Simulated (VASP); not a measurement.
Computed with PBE GGA with D3 dispersion (Becke-Johnson damping), VASP's PBE PAW potentials (set 64) (plane waves; VASP).

The input files of a VASP run:

**INCAR**
```
ENCUT  =  520
LREAL  =  .FALSE.
LASPH  =  .TRUE.   # aspherical one-centre terms
IBRION  =  2
NSW  =  60   # most ionic steps
EDIFF  =  1E-6
EDIFFG  =  -0.01
GGA  =  PE
NELM  =  100
LCHARG  =  .FALSE.
SYSTEM  =  CuZn
LWAVE  =  .FALSE.
LMAXMIX  =  4   # l cut-off of mixed one-centre charges
ALGO  =  Normal   # blocked Davidson
SIGMA  =  0.1   # width (eV)
ISMEAR  =  1
ISIF  =  3   # ions, shape and volume
PREC  =  Accurate
IVDW  =  12   # D3, Becke-Johnson
```

File KPOINTS:
```
K-points
0
G
  11 11 11
0 0 0
```

**POSCAR**
```
CuZn
1
    2.9500000000     0.0000000000     0.0000000000
    0.0000000000     2.9500000000     0.0000000000
    0.0000000000     0.0000000000     2.9500000000
Zn Cu
1 1
Direct
  0.5000000000   0.5000000000   0.5000000000
  0.0000000000   0.0000000000   0.0000000000
```

POTCAR, in this order: Zn Cu (PBE.64 set). Program: vasp_std.

Output

### OSZICAR
```
       N       E                     dE             d eps       ncg     rms          rms(c)
DAV:   1     0.112610673990E+03    0.11261E+03   -0.11701E+04  1728   0.254E+03
DAV:   2    -0.296025789455E+01   -0.11557E+03   -0.11235E+03  1680   0.326E+02
DAV:   3    -0.606827784694E+01   -0.31080E+01   -0.31005E+01  2002   0.728E+01
DAV:   4    -0.609074234833E+01   -0.22465E-01   -0.22461E-01  1974   0.556E+00
DAV:   5    -0.609103537224E+01   -0.29302E-03   -0.29302E-03  2198   0.667E-01    0.945E+00
DAV:   6    -0.592898338109E+01    0.16205E+00   -0.16966E+01  1833   0.108E+02    0.598E+00
DAV:   7    -0.502057533881E+01    0.90841E+00   -0.37708E+00  1798   0.103E+02    0.222E+00
DAV:   8    -0.502380361546E+01   -0.32283E-02   -0.18775E-01  2275   0.612E+00    0.125E+00
DAV:   9    -0.501436089753E+01    0.94427E-02   -0.21228E-02  2051   0.385E+00    0.505E-02
DAV:  10    -0.501437854728E+01   -0.17650E-04   -0.51955E-04  2267   0.355E-01    0.262E-02
DAV:  11    -0.501438234500E+01   -0.37977E-05   -0.14137E-05  2361   0.814E-02    0.134E-02
DAV:  12    -0.501438095345E+01    0.13915E-05   -0.10476E-06  1253   0.364E-02    0.231E-03
DAV:  13    -0.501438099254E+01   -0.39084E-07   -0.48406E-07  1078   0.202E-02
   1 F= -.60230861E+01 E0= -.60231786E+01  d E =-.602309E+01
       N       E                     dE             d eps       ncg     rms          rms(c)
DAV:   1    -0.615815240794E+01   -0.11438E+01   -0.14915E+01  1680   0.914E+01    0.881E+00
DAV:   2    -0.548660947038E+01    0.67154E+00   -0.10567E+01  1710   0.887E+01    0.424E+00
DAV:   3    -0.501491694630E+01    0.47169E+00   -0.23446E+00  1723   0.647E+01    0.185E+00
DAV:   4    -0.498264770902E+01    0.32269E-01   -0.12764E-01  2380   0.834E+00    0.855E-01
DAV:   5    -0.496892130603E+01    0.13726E-01   -0.76624E-03  2830   0.174E+00    0.754E-02
DAV:   6    -0.496894585935E+01   -0.24553E-04   -0.50299E-04  2445   0.307E-01    0.352E-02
DAV:   7    -0.496894421553E+01    0.16438E-05   -0.24485E-05  2671   0.135E-01    0.252E-03
DAV:   8    -0.496894433455E+01   -0.11902E-06   -0.13689E-06  1154   0.303E-02
   2 F= -.60343797E+01 E0= -.60344010E+01  d E =-.112936E-01
       N       E                     dE             d eps       ncg     rms          rms(c)
DAV:   1    -0.508093068781E+01   -0.11199E+00   -0.12694E+00  1680   0.282E+01    0.234E+00
DAV:   2    -0.501862746269E+01    0.62303E-01   -0.66690E-01  1694   0.219E+01    0.104E+00
DAV:   3    -0.499375774344E+01    0.24870E-01   -0.16926E-01  1738   0.129E+01    0.650E-01
DAV:   4    -0.498933930123E+01    0.44184E-02   -0.98428E-03  2231   0.308E+00    0.251E-01
DAV:   5    -0.498812187266E+01    0.12174E-02   -0.99879E-04  2702   0.580E-01    0.187E-02
DAV:   6    -0.498812041015E+01    0.14625E-05   -0.64440E-05  2292   0.178E-01    0.698E-03
DAV:   7    -0.498812399248E+01   -0.35823E-05   -0.15511E-06  1331   0.274E-02    0.847E-04
DAV:   8    -0.498812420111E+01   -0.20862E-06   -0.68720E-07   932   0.169E-02
   3 F= -.60368495E+01 E0= -.60369093E+01  d E =-.137634E-01
```

### OUTCAR
```
------------------------ aborting loop because EDIFF is reached ----------------------------------------
 Edisp (eV)   -1.04873
  FORCE on cell =-STRESS in cart. coord.  units (eV):
  Direction    XX          YY          ZZ          XY          YZ          ZX
  --------------------------------------------------------------------------------------
  Total       0.00939     0.00939     0.00939    -0.00000     0.00000    -0.00000
  in kB       0.60826     0.60826     0.60826    -0.00000     0.00000    -0.00000
  external pressure =        0.61 kB  Pullay stress =        0.00 kB
  volume of cell :       24.73
      direct lattice vectors                 reciprocal lattice vectors
     2.913623047 -0.000000000  0.000000000     0.343215297 -0.000000000  0.000000000
     0.000000000  2.913623047 -0.000000000     0.000000000  0.343215297 -0.000000000
    -0.000000000  0.000000000  2.913623047     0.000000000  0.000000000  0.343215297
 POSITION                                       TOTAL-FORCE (eV/Angst)
 -----------------------------------------------------------------------------------
      1.45681      1.45681      1.45681         0.000000      0.000000      0.000000
      0.00000      0.00000      0.00000        -0.000000     -0.000000      0.000000
 -----------------------------------------------------------------------------------
    total drift:                                0.000000      0.000000     -0.000000
  FREE ENERGIE OF THE ION-ELECTRON SYSTEM (eV)
  ---------------------------------------------------
  free  energy   TOTEN  =        -6.0368495361 eV

  energy  without entropy=       -6.0370288753  energy(sigma->0) =       -6.03690932

 reached required accuracy - stopping structural energy minimisation
```
(Selected blocks of OUTCAR.)

**CONTCAR**
```
CuZn
   1.00000000000000
     2.9136230473306455   -0.0000000000000000    0.0000000000000000
     0.0000000000000000    2.9136230473306455   -0.0000000000000000
    -0.0000000000000000    0.0000000000000000    2.9136230473306455
  Zn              Cu
     1     1
Direct
     0.5000000000000000    0.5000000000000000    0.5000000000000000
     0.0000000000000000    0.0000000000000000    0.0000000000000000
```

Energy and stress use the plane-wave basis of the starting cell.

The compound is CuZn in the CsCl type structure. This run relaxes it. Symmetry was kept, so distortions that lower it aren't found. The electron count is odd and the run is not spin-polarised, which forces a metal.
